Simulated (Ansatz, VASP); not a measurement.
## Cd2Os2O7: VASP beside Ansatz

Aim: how closely do two programs agree when they are given the same cell, functional and k mesh? Of the first pair: The two relaxations start from unlike cells of this crystal (the structure described is Ansatz's start), so only their ends are compared.

Program: Ansatz 0.2.0. Level of theory: plane waves, with VASP 6.6.1 beside it; relaxation of cell and atoms at PBEsol. Results are calculated unless marked as measured.

### Step 1. The starting structure

The structure is cubic, space group Fd-3m (No. 227). The conventional cell has a = 10.309 Å, b = 10.309 Å, c = 10.309 Å, α = 90.00°, β = 90.00°, γ = 90.00°. Nearest to Cd lie 8 O at 2.23 to 2.62 Å. Nearest to Os lie 6 O at 1.95 Å. Nearest to O lie 4 Cd at 2.23 Å. Nearest to O lie 2 Os at 1.95 Å and 2 Cd at 2.62 Å. Farther neighbours and most contacts between anions are not listed.

### Step 2. VASP: relaxation of cell and atoms, PBEsol, pair 1

The relaxed volume is the usual yardstick between codes: in a stiff, nearly cubic crystal its relative difference is about their pressure difference at one cell divided by the bulk modulus.

Lines of VASP's logs that name or quote its potential files are left out, and so is its time.

INCAR

```
SYSTEM = Cd2Os2O7
PREC = Accurate
ENCUT = 600
EDIFF = 1E-07
NELM = 120
ISMEAR = 0
SIGMA = 0.1
LREAL = .FALSE.
ALGO = Normal
GGA = PS
NBANDS = 104
LASPH = .TRUE.
LORBIT = 11
LWAVE = .FALSE.
LCHARG = .FALSE.
ISIF = 3
IBRION = 2
NSW = 80
EDIFFG = -0.005
GGA_COMPAT = .FALSE.
NELMIN = 4
KPAR = 4
```

POSCAR

```
Cd2Os2O7
1.0
    0.0000000000      5.0906259587      5.0906259587
    5.0906259587      0.0000000000      5.0906259587
    5.0906259587      5.0906259587      0.0000000000
Cd Os O
4 4 14
Direct
    0.6250000000      0.6250000000      0.6250000000
    0.1250000000      0.6250000000      0.6250000000
    0.6250000000      0.1250000000      0.6250000000
    0.6250000000      0.6250000000      0.1250000000
    0.1250000000      0.1250000000      0.1250000000
    0.6250000000      0.1250000000      0.1250000000
    0.1250000000      0.6250000000      0.1250000000
    0.1250000000      0.1250000000      0.6250000000
    0.7500000000      0.7500000000      0.7500000000
    0.5000000000      0.5000000000      0.5000000000
    0.0563234570      0.4436765430      0.0563234570
    0.8063234570      0.1936765430      0.8063234570
    0.0563234570      0.0563234570      0.4436765430
    0.4436765430      0.0563234570      0.0563234570
    0.0563234570      0.4436765430      0.4436765430
    0.4436765430      0.4436765430      0.0563234570
    0.4436765430      0.0563234570      0.4436765430
    0.1936765430      0.8063234570      0.8063234570
    0.8063234570      0.1936765430      0.1936765430
    0.1936765430      0.8063234570      0.1936765430
    0.8063234570      0.8063234570      0.1936765430
    0.1936765430      0.1936765430      0.8063234570
```

KPOINTS

```
Automatic mesh
0
Gamma
4 4 4
0 0 0
```

PAW data sets: Cd, Os and O (PBE family, release 64).

Command:

```console
> mpirun -np 4 vasp_std
```

Numbers of over 12 decimals in the logs are rounded to 6 here.

The log of the run:

```text
[banner, memory and clock lines left out]
running    4 mpi-ranks, on    1 nodes
 distrk:  each k-point on    1 cores,    4 groups
 distr:  one band on    1 cores,    1 groups

 POSCAR found type information on POSCAR CdOsO
 POSCAR found :  3 types and      22 ions
|                                                                             |
|               ----> ADVICE to this user running VASP <----                  |
|                                                                             |
|     You have a (more or less) 'large supercell' and for larger cells it     |
|     might be more efficient to use real-space projection operators.         |
|     Therefore, try LREAL= Auto in the INCAR file.                           |
|     Mind: For very accurate calculation, you might also keep the            |
|     reciprocal projection scheme (i.e. LREAL=.FALSE.).                      |
|                                                                             |

|                                                                             |
|               ----> ADVICE to this user running VASP <----                  |
|                                                                             |
|     You enforced a specific xc type in the INCAR file but a different       |
|     [... a line on the potential file left out ...]
|     I HOPE YOU KNOW WHAT YOU ARE DOING!                                     |
|                                                                             |

 LDA part: xc-table for (Slater+PW92), standard interpolation
 POSCAR, INCAR and KPOINTS ok, starting setup
 FFT: planning ... GRIDC
 FFT: planning ... GRID_SOFT
 FFT: planning ... GRID
 WAVECAR not read
 entering main loop
       N       E                     dE             d eps       ncg     rms          rms(c)
DAV:   1     0.161792884562E+04    0.16179E+04   -0.93615E+04  1664   0.176E+03
DAV:   2     0.228643433351E+01   -0.16156E+04   -0.15343E+04  1712   0.485E+02
DAV:   3    -0.173687773924E+03   -0.17597E+03   -0.17079E+03  2000   0.154E+02
DAV:   4    -0.178887370308E+03   -0.51996E+01   -0.51127E+01  1936   0.290E+01
DAV:   5    -0.179006312920E+03   -0.11894E+00   -0.11869E+00  2008   0.402E+00    0.104E+02
DAV:   6    -0.153320131689E+03    0.25686E+02   -0.12686E+02  2448   0.587E+01    0.313E+01
DAV:   7    -0.151524795332E+03    0.17953E+01   -0.29462E+01  2432   0.304E+01    0.360E+01
DAV:   8    -0.149827848015E+03    0.16969E+01   -0.33426E+00  2320   0.115E+01    0.439E+00
DAV:   9    -0.149781212358E+03    0.46636E-01   -0.77576E-01  1976   0.382E+00    0.131E+00
DAV:  10    -0.149783269676E+03   -0.20573E-02   -0.79266E-02  1856   0.135E+00    0.167E+00
DAV:  11    -0.149783503060E+03   -0.23338E-03   -0.23712E-03  1984   0.199E-01    0.116E+00
DAV:  12    -0.149784065894E+03   -0.56283E-03   -0.21819E-03  1864   0.214E-01    0.114E-01
DAV:  13    -0.149784083112E+03   -0.17218E-04   -0.24589E-04  2216   0.948E-02    0.329E-02
DAV:  14    -0.149784091885E+03   -0.87726E-05   -0.34528E-05  1880   0.275E-02    0.485E-02
DAV:  15    -0.149784090233E+03    0.16524E-05   -0.55088E-06  1832   0.980E-03    0.585E-03
DAV:  16    -0.149784090619E+03   -0.38662E-06   -0.83951E-07  1800   0.415E-03    0.543E-03
DAV:  17    -0.149784090451E+03    0.16771E-06   -0.20164E-07  1264   0.177E-03    0.171E-03
DAV:  18    -0.149784090419E+03    0.32845E-07   -0.15072E-08   992   0.565E-04
   1 F= -.14978409E+03 E0= -.14974605E+03  d E =-.149784E+03
 curvature:   0.00 expect dE= 0.000E+00 dE for cont linesearch  0.000E+00
 trial: gam= 0.00000 g(F)=  0.473E-05 g(S)=  0.155E-03 ort = 0.000E+00 (trialstep = 0.100E+01)
 search vector abs. value=  0.159E-03
 bond charge predicted
       N       E                     dE             d eps       ncg     rms          rms(c)
DAV:   1    -0.149785173119E+03   -0.10827E-02   -0.29033E-02  1784   0.842E-01    0.277E-01
DAV:   2    -0.149784204592E+03    0.96853E-03   -0.28637E-03  1792   0.292E-01    0.241E-01
DAV:   3    -0.149784084567E+03    0.12003E-03   -0.24146E-04  2088   0.967E-02    0.115E-01
DAV:   4    -0.149784057607E+03    0.26960E-04   -0.10358E-04  2000   0.527E-02    0.745E-02
DAV:   5    -0.149784048451E+03    0.91560E-05   -0.17969E-05  2072   0.244E-02    0.896E-03
DAV:   6    -0.149784047811E+03    0.64019E-06   -0.20158E-06  1744   0.563E-03    0.216E-03
DAV:   7    -0.149784047586E+03    0.22504E-06   -0.20234E-07  1264   0.183E-03    0.124E-03
DAV:   8    -0.149784047555E+03    0.30197E-07   -0.23394E-08   952   0.914E-04
   2 F= -.14978405E+03 E0= -.14974597E+03  d E =0.428632E-04
 trial-energy change:    0.000043  1 .order    0.000047   -0.000159    0.000254
 step:   0.4011(harm=  0.3855)  dis= 0.00006  next Energy=  -149.784123 (dE=-0.323E-04)
 bond charge predicted
       N       E                     dE             d eps       ncg     rms          rms(c)
DAV:   1    -0.149784519617E+03   -0.47203E-03   -0.10412E-02  1768   0.504E-01    0.166E-01
DAV:   2    -0.149784170350E+03    0.34927E-03   -0.10292E-03  1768   0.175E-01    0.144E-01
DAV:   3    -0.149784128058E+03    0.42292E-04   -0.86951E-05  2064   0.580E-02    0.687E-02
DAV:   4    -0.149784121905E+03    0.61531E-05   -0.36990E-05  1992   0.314E-02    0.444E-02
DAV:   5    -0.149784121884E+03    0.20720E-07   -0.63328E-06  2056   0.145E-02    0.530E-03
DAV:   6    -0.149784122370E+03   -0.48582E-06   -0.70335E-07  1672   0.334E-03    0.132E-03
DAV:   7    -0.149784122501E+03   -0.13089E-06   -0.67730E-08   976   0.113E-03    0.798E-04
DAV:   8    -0.149784122525E+03   -0.24316E-07   -0.10974E-08   952   0.593E-04
   3 F= -.14978412E+03 E0= -.14974607E+03  d E =-.321065E-04
 curvature:  -0.19 expect dE=-0.186E-06 dE for cont linesearch -0.410E-07
 trial: gam= 0.00000 g(F)=  0.870E-06 g(S)=  0.932E-07 ort =-0.583E-05 (trialstep = 0.880E+00)
 search vector abs. value=  0.963E-06
 reached required accuracy - stopping structural energy minimisation
```

Parts of OUTCAR (step 2):

```text
ion  position               nearest neighbor table
   1  0.625  0.625  0.625-   9 2.20  10 2.20  12 2.58  15 2.58  16 2.58  17 2.58  18 2.58  21 2.58
                             4 3.60   2 3.60   3 3.60   4 3.60   3 3.60   2 3.60
   2  0.125  0.625  0.625-   9 2.20  10 2.20  15 2.58  18 2.58  11 2.58  13 2.58  20 2.58  22 2.58
                             1 3.60   4 3.60   3 3.60   1 3.60   3 3.60   4 3.60
   3  0.625  0.125  0.625-   9 2.20  10 2.20  12 2.58  17 2.58  14 2.58  13 2.58  19 2.58  22 2.58
                             1 3.60   4 3.60   1 3.60   2 3.60   4 3.60   2 3.60
   4  0.625  0.625  0.125-   9 2.20  10 2.20  16 2.58  21 2.58  11 2.58  19 2.58  20 2.58  14 2.58
                             1 3.60   1 3.60   2 3.60   3 3.60   3 3.60   2 3.60
   5  0.125  0.125  0.125-  11 1.93  13 1.93  14 1.93  19 1.93  20 1.93  22 1.93
   6  0.625  0.125  0.125-  12 1.93  14 1.93  16 1.93  17 1.93  19 1.93  21 1.93
   7  0.125  0.625  0.125-  11 1.93  15 1.93  16 1.93  18 1.93  20 1.93  21 1.93
   8  0.125  0.125  0.625-  12 1.93  13 1.93  15 1.93  17 1.93  18 1.93  22 1.93
   9  0.750  0.750  0.750-   1 2.20   2 2.20   3 2.20   4 2.20
  10  0.500  0.500  0.500-   1 2.20   2 2.20   3 2.20   4 2.20
  11  0.056  0.444  0.056-   5 1.93   7 1.93   2 2.58   4 2.58
  12  0.806  0.194  0.806-   6 1.93   8 1.93   3 2.58   1 2.58
  13  0.056  0.056  0.444-   5 1.93   8 1.93   2 2.58   3 2.58
  14  0.444  0.056  0.056-   5 1.93   6 1.93   3 2.58   4 2.58
  15  0.056  0.444  0.444-   7 1.93   8 1.93   2 2.58   1 2.58
  16  0.444  0.444  0.056-   6 1.93   7 1.93   4 2.58   1 2.58
  17  0.444  0.056  0.444-   6 1.93   8 1.93   3 2.58   1 2.58
  18  0.194  0.806  0.806-   7 1.93   8 1.93   2 2.58   1 2.58
  19  0.806  0.194  0.194-   5 1.93   6 1.93   3 2.58   4 2.58
  20  0.194  0.806  0.194-   5 1.93   7 1.93   2 2.58   4 2.58
  21  0.806  0.806  0.194-   6 1.93   7 1.93   4 2.58   1 2.58
  22  0.194  0.194  0.806-   5 1.93   8 1.93   2 2.58   3 2.58

  LATTYP: Found a face centered cubic cell.
 ALAT       =    10.1812519174

 Subroutine GETGRP returns: Found 48 space group operations
 (whereof 24 operations were pure point group operations)

The static configuration has the point symmetry T_d .
 The point group associated with its full space group is O_h .

 Found      8 irreducible k-points:

   k-points           NKPTS =      8   k-points in BZ     NKDIM =      8   number of bands    NBANDS=    104

   dimension x,y,z NGX =    60 NGY =   60 NGZ =   60
   dimension x,y,z NGXF=   120 NGYF=  120 NGZF=  120

   ENCUT  =  600.0 eV  44.10 Ry    6.64 a.u.  14.38 14.38 14.38*2*pi/ulx,y,z

   NELECT =     164.0000    total number of electrons

 k-points in reciprocal lattice and weights: Automatic mesh
   0.00000000  0.00000000  0.00000000       0.016
   0.25000000  0.00000000  0.00000000       0.125
   0.50000000  0.00000000  0.00000000       0.062
   0.25000000  0.25000000  0.00000000       0.094
   0.50000000  0.25000000  0.00000000       0.375
  -0.25000000  0.25000000  0.00000000       0.188
   0.50000000  0.50000000  0.00000000       0.047
  -0.25000000  0.50000000  0.25000000       0.094

 average (electrostatic) potential at core
       1 -36.7725       2 -36.7725       3 -36.7725       4 -36.7725       5 -49.8818
       6 -49.8818       7 -49.8818       8 -49.8818       9 -71.2750      10 -71.2750
      11 -72.2661      12 -72.2661      13 -72.2661      14 -72.2661      15 -72.2661
      16 -72.2661      17 -72.2661      18 -72.2661      19 -72.2661      20 -72.2661
      21 -72.2661      22 -72.2661

 E-fermi :   3.7545

 k-point     1 :       0.0000    0.0000    0.0000
  band No.  band energies     occupation
    ...
     81       2.8893      2.00000
     82       3.1826      2.00000
     83       3.7552      0.99200
     84       3.7552      0.99200
     85       3.7552      0.99194
     86       4.9688      0.00000
     87       4.9688      0.00000
     88       4.9688      0.00000
     89       5.7453      0.00000
     90       7.1695      0.00000
    ...

 k-point     2 :       0.2500    0.0000    0.0000
  band No.  band energies     occupation
    ...
     81       3.3434      2.00000
     82       3.4642      1.99996
     83       3.6495      1.86229
     84       3.7790      0.72816
     85       3.7790      0.72811
     86       4.7895      0.00000
     87       4.7895      0.00000
     88       4.8271      0.00000
     89       6.0259      0.00000
     90       7.2373      0.00000
    ...

 k-point     3 :       0.5000    0.0000    0.0000
  band No.  band energies     occupation
    ...
     78       2.9855      2.00000
     79       3.0761      2.00000
     80       3.3422      2.00000
     81       3.3422      2.00000
     82       3.7148      1.42549
     83       4.0010      0.00049
     84       4.0041      0.00041
     85       4.0042      0.00041
     86       4.4831      0.00000
     87       4.4831      0.00000
    ...

  Total       -0.0037637     -0.0037637     -0.0037637      0.0000000      0.0000000     -0.0000000
  in kB       -0.0228458     -0.0228458     -0.0228458      0.0000000      0.0000000     -0.0000000
  external PRESSURE =      -0.0228458 kB  Pullay stress =       0.0000000 kB

  energy-cutoff  :      600.00
  volume of cell :      263.95
      direct lattice vectors                 reciprocal lattice vectors
     0.000000000  5.091312511  5.091312511    -0.098206504  0.098206504  0.098206504
     5.091312511 -0.000000000  5.091312511     0.098206504 -0.098206504  0.098206504
     5.091312511  5.091312511  0.000000000     0.098206504  0.098206504 -0.098206504

 POSITION                                       TOTAL-FORCE (eV/Angst)
 -----------------------------------------------------------------------------------
      6.36414      6.36414      6.36414        -0.000000     -0.000000     -0.000000
      6.36414      3.81848      3.81848        -0.000000     -0.000000     -0.000000
      3.81848      6.36414      3.81848        -0.000000     -0.000000     -0.000000
      3.81848      3.81848      6.36414        -0.000000     -0.000000     -0.000000
      1.27283      1.27283      1.27283        -0.000000     -0.000000     -0.000000
      1.27283      3.81848      3.81848        -0.000000     -0.000000     -0.000000
      3.81848      1.27283      3.81848        -0.000000     -0.000000     -0.000000
      3.81848      3.81848      1.27283        -0.000000     -0.000000     -0.000000
      7.63697      7.63697      7.63697        -0.000000     -0.000000     -0.000000
      5.09131      5.09131      5.09131        -0.000000     -0.000000     -0.000000
      2.54566      0.57347      2.54566        -0.000000      0.001226     -0.000000
      5.09131      8.21043      5.09131        -0.000000      0.001226     -0.000000
      2.54566      2.54566      0.57347        -0.000000     -0.000000      0.001226
      0.57347      2.54566      2.54566         0.001226     -0.000000     -0.000000
      4.51785      2.54566      2.54566        -0.001226     -0.000000     -0.000000
      2.54566      2.54566      4.51785        -0.000000     -0.000000     -0.001226
      2.54566      4.51785      2.54566        -0.000000     -0.001226     -0.000000
      8.21043      5.09131      5.09131         0.001226     -0.000000     -0.000000
      1.97219      5.09131      5.09131        -0.001226     -0.000000     -0.000000
      5.09131      1.97219      5.09131        -0.000000     -0.001226     -0.000000
      5.09131      5.09131      8.21043        -0.000000     -0.000000      0.001226
      5.09131      5.09131      1.97219        -0.000000     -0.000000     -0.001226
 -----------------------------------------------------------------------------------
    total drift:                               -0.000000      0.000000      0.000000

  FREE ENERGIE OF THE ION-ELECTRON SYSTEM (eV)
  ---------------------------------------------------
  free  energy   TOTEN  =      -149.7841225251 eV

  energy  without entropy=     -149.7080166992  energy(sigma->0) =     -149.74606961

 reached required accuracy - stopping structural energy minimisation

 total charge
# of ion       s       p       d       tot
------------------------------------------
    1        0.350   0.216   9.621  10.187
    2        0.350   0.216   9.621  10.187
    3        0.350   0.216   9.621  10.187
    4        0.350   0.216   9.621  10.187
    5        0.634   0.981   5.917   7.532
    6        0.634   0.981   5.917   7.532
    7        0.634   0.981   5.917   7.532
    8        0.634   0.981   5.917   7.532
    9        1.560   3.335   0.000   4.896
   10        1.560   3.335   0.000   4.896
   11        1.560   3.438   0.000   4.998
   12        1.560   3.438   0.000   4.998
   13        1.560   3.438   0.000   4.998
   14        1.560   3.438   0.000   4.998
   15        1.560   3.438   0.000   4.998
   16        1.560   3.438   0.000   4.998
   17        1.560   3.438   0.000   4.998
   18        1.560   3.438   0.000   4.998
   19        1.560   3.438   0.000   4.998
   20        1.560   3.438   0.000   4.998
   21        1.560   3.438   0.000   4.998
   22        1.560   3.438   0.000   4.998
--------------------------------------------------
tot         25.774  52.718  62.153 140.646

[... 3 further parts left out ...]
```

CONTCAR:

```
Cd2Os2O7
   1.00000000000000
     0.0000000000000000    5.0913125107901571    5.0913125107901571
     5.0913125107901571   -0.0000000000000000    5.0913125107901571
     5.0913125107901571    5.0913125107901571    0.0000000000000000
  Cd              Os              O
     4     4    14
Direct
     0.6250000000000000    0.6250000000000000    0.6250000000000000
     0.1250000000000000    0.6250000000000000    0.6250000000000000
     0.6250000000000000    0.1250000000000000    0.6250000000000000
     0.6250000000000000    0.6250000000000000    0.1250000000000000
     0.1250000000000000    0.1250000000000000    0.1250000000000000
     0.6250000000000000    0.1250000000000000    0.1250000000000000
     0.1250000000000000    0.6250000000000000    0.1250000000000000
     0.1250000000000000    0.1250000000000000    0.6250000000000000
     0.7500000000000000    0.7500000000000000    0.7500000000000000
     0.5000000000000000    0.5000000000000000    0.5000000000000000
     0.0563180197657503    0.4436819802342497    0.0563180197657503
     0.8063180197657503    0.1936819802342497    0.8063180197657503
     0.0563180197657503    0.0563180197657503    0.4436819802342497
     0.4436819802342497    0.0563180197657503    0.0563180197657503
     0.0563180197657503    0.4436819802342497    0.4436819802342497
     0.4436819802342497    0.4436819802342497    0.0563180197657503
     0.4436819802342497    0.0563180197657503    0.4436819802342497
     0.1936819802342497    0.8063180197657503    0.8063180197657503
     0.8063180197657503    0.1936819802342497    0.1936819802342497
     0.1936819802342497    0.8063180197657503    0.1936819802342497
     0.8063180197657503    0.8063180197657503    0.1936819802342497
     0.1936819802342497    0.1936819802342497    0.8063180197657503
```

This run has no spin polarisation, so a moment on Os, if there is one, isn't seen.

[end of part 1 of 3]

[Lines on the potential files, build, host, timing and source positions are cut from VASP's logs without a mark.]

[Logs are printed without paths, hosts, clocks, repeated set-up lines and the standing remarks that a program may print on its own settings, such as how far it seeks lower states.]

[Hosts, paths, dates, database ids (printed as entryN), source tags and the programs' standing remarks are cut or masked in the printed files.]
